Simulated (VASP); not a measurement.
## Ba2Sr2O4 (ordered alloy cell): computed properties

All values below come from PBEsol GGA, VASP's PBE PAW potentials (set 64) (plane waves; VASP).

```
Quantity                                                                                            Value
---------------------------------------------  ----------------------------------------------------------
space group                                                                                    R-3m (166)
cell                                           a = b = 3.767 Å, c = 37.086 Å, α = β = 90.00°, γ = 120.00°
volume per atom                                                                             18.99 Å³/atom
band gap (over mesh and band path)                                                                2.32 eV
smallest direct gap (over mesh and band path)                                                     2.32 eV
band-edge character                                                                        direct, F to F
density                                                                                        5.62 g/cm³
```

Space group R-3m, hexagonal axes (No. 166); a = 3.7668 Å, b = 3.7668 Å, c = 37.0861 Å, α = 90.00°, β = 90.00°, γ = 120.00°

| atom | site | symmetry | x | y | z |
|---|---|---|---|---|---|
| Sr | 6c | 3m | 0.0000 | 0.0000 | 0.1277 |
| O | 3b | -3m | 0.0000 | 0.0000 | 0.5000 |
| O | 6c | 3m | 0.0000 | 0.0000 | 0.2445 |
| O | 3a | -3m | 0.0000 | 0.0000 | 0.0000 |
| Ba | 6c | 3m | 0.0000 | 0.0000 | 0.3778 |
(The calculation used a cell of 8 atoms; values per cell refer to that cell.)

Unless said otherwise, spin-orbit coupling is left out, though it shifts the bands of the heavy elements here.

The structure was generated: Ba2Sr2O4 was put into an ordered model structure (R-3m), which need not be its known phase. It was relaxed first. Symmetry was kept, so distortions that lower it aren't found.
